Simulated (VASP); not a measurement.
Computed with PBE GGA, VASP's PBE PAW potentials (set 64) (plane waves; VASP).

Input for VASP

File KPOINTS:
```
Automatic mesh
0
Gamma
1 1 1
0 0 0
```

**POSCAR**
```
Ga31SnAs31
1
   11.5222104216     0.0000000000     0.0000000000
    0.0000000000    11.5222104216    -0.0000000000
   -0.0000000000    -0.0000000000    11.5222104216
Ga As Sn
31 31 1
Direct
  0.5000000000   0.0000000000   0.0000000000
  0.7500000000   0.2500000000   0.0000000000
  0.7500000000   0.0000000000   0.2500000000
  0.0000000000   0.0000000000   0.0000000000
  0.2500000000   0.2500000000   0.0000000000
  0.5000000000   0.5000000000   0.0000000000
  0.7500000000   0.7500000000   0.0000000000
  0.2500000000   0.0000000000   0.2500000000
  0.5036840000   0.2490060000   0.2481850000
  0.7510330000   0.4997150000   0.2478350000
  0.5000000000   0.0000000000   0.5000000000
  0.7503570000   0.2540540000   0.5007420000
  0.7500000000   0.0000000000   0.7500000000
  0.0000000000   0.5000000000   0.0000000000
  0.2500000000   0.7500000000   0.0000000000
  0.0000000000   0.2500000000   0.2500000000
  0.2500000000   0.5000000000   0.2500000000
  0.5000000000   0.7500000000   0.2500000000
  0.0000000000   0.0000000000   0.5000000000
  0.2500000000   0.2500000000   0.5000000000
  0.7500000000   0.7500000000   0.5000000000
  0.2500000000   0.0000000000   0.7500000000
  0.5000000000   0.2500000000   0.7500000000
  0.7500000000   0.5000000000   0.7500000000
  0.0000000000   0.7500000000   0.2500000000
  0.0000000000   0.5000000000   0.5000000000
  0.2500000000   0.7500000000   0.5000000000
  0.0000000000   0.2500000000   0.7500000000
  0.2500000000   0.5000000000   0.7500000000
  0.5000000000   0.7500000000   0.7500000000
  0.0000000000   0.7500000000   0.7500000000
  0.6250000000   0.1250000000   0.1250000000
  0.8750000000   0.3750000000   0.1250000000
  0.8750000000   0.1250000000   0.3750000000
  0.1250000000   0.1250000000   0.1250000000
  0.3750000000   0.3750000000   0.1250000000
  0.6250000000   0.6250000000   0.1250000000
  0.8750000000   0.8750000000   0.1250000000
  0.3750000000   0.1250000000   0.3750000000
  0.8750000000   0.6250000000   0.3750000000
  0.6250000000   0.1250000000   0.6250000000
  0.8750000000   0.3750000000   0.6250000000
  0.8750000000   0.1250000000   0.8750000000
  0.1250000000   0.6250000000   0.1250000000
  0.3750000000   0.8750000000   0.1250000000
  0.1250000000   0.3750000000   0.3750000000
  0.3750000000   0.6250000000   0.3750000000
  0.6250000000   0.8750000000   0.3750000000
  0.1250000000   0.1250000000   0.6250000000
  0.3750000000   0.3750000000   0.6250000000
  0.6250000000   0.6250000000   0.6250000000
  0.8750000000   0.8750000000   0.6250000000
  0.3750000000   0.1250000000   0.8750000000
  0.6250000000   0.3750000000   0.8750000000
  0.8750000000   0.6250000000   0.8750000000
  0.1250000000   0.8750000000   0.3750000000
  0.1250000000   0.6250000000   0.6250000000
  0.3750000000   0.8750000000   0.6250000000
  0.1250000000   0.3750000000   0.8750000000
  0.3750000000   0.6250000000   0.8750000000
  0.6250000000   0.8750000000   0.8750000000
  0.1250000000   0.8750000000   0.8750000000
  0.5029040000   0.4971280000   0.5035800000
```

INCAR:
```
! general
SYSTEM =Ga31SnAs31
PREC   =Normal
ENCUT  =400   ! plane-wave cut-off (eV)
LREAL  =Auto   ! projection in real space or not
LASPH  =.TRUE.   ! aspherical one-centre terms
ISYM   =0
NELECT =254.0

! electronic loop
EDIFF  =1E-5
NELM   =100
NELMIN =4
ALGO   =Fast
LMAXMIX=4   ! l cut-off of mixed one-centre charges

! smearing
ISMEAR =0   ! Gaussian
SIGMA  =0.05   ! width (eV)

! functional
GGA    =PE   ! PBE

! ions
IBRION =2
NSW    =70   ! most ionic steps
ISIF   =2
EDIFFG =-0.03   ! ionic stop

! output
LWAVE  =.FALSE.
LCHARG =.FALSE.
```

POTCAR, in this order: Ga As Sn (PBE.64 set). Program: vasp_gam.

The cell is charged, with a uniform compensating background. The supercell is sampled at Γ alone, which is coarse: total energies, pressure and levels can be off, energies of defects by several tenths of an eV.

Task: Predict the energy per atom (σ→0).

Result: 
| Property | Result |
|---|---|
| energy per atom (σ→0) | -3.933 eV/atom |

**OSZICAR**
```
...
  12 F= -.24778750E+03 E0= -.24778731E+03  d E =-.863052E-02
       N       E                     dE             d eps       ncg     rms          rms(c)
DAV:   1    -0.247788980426E+03   -0.14786E-02   -0.16782E-01   336   0.762E-01    0.144E-01
RMM:   2    -0.247789854925E+03   -0.87450E-03   -0.10921E-02   320   0.189E-01    0.464E-02
RMM:   3    -0.247790032862E+03   -0.17794E-03   -0.18535E-03   340   0.773E-02    0.302E-02
RMM:   4    -0.247790036522E+03   -0.36603E-05   -0.23183E-04   324   0.296E-02    0.118E-02
RMM:   5    -0.247790041405E+03   -0.48827E-05   -0.56563E-05   256   0.143E-02
  13 F= -.24779004E+03 E0= -.24778984E+03  d E =-.253741E-02
```

The cell is a supercell with a defect, built from GaAs (zinc blende): Sn_Ga-vac_As, charge -2. The run is not spin-polarised, so no state with unpaired spins was tried.
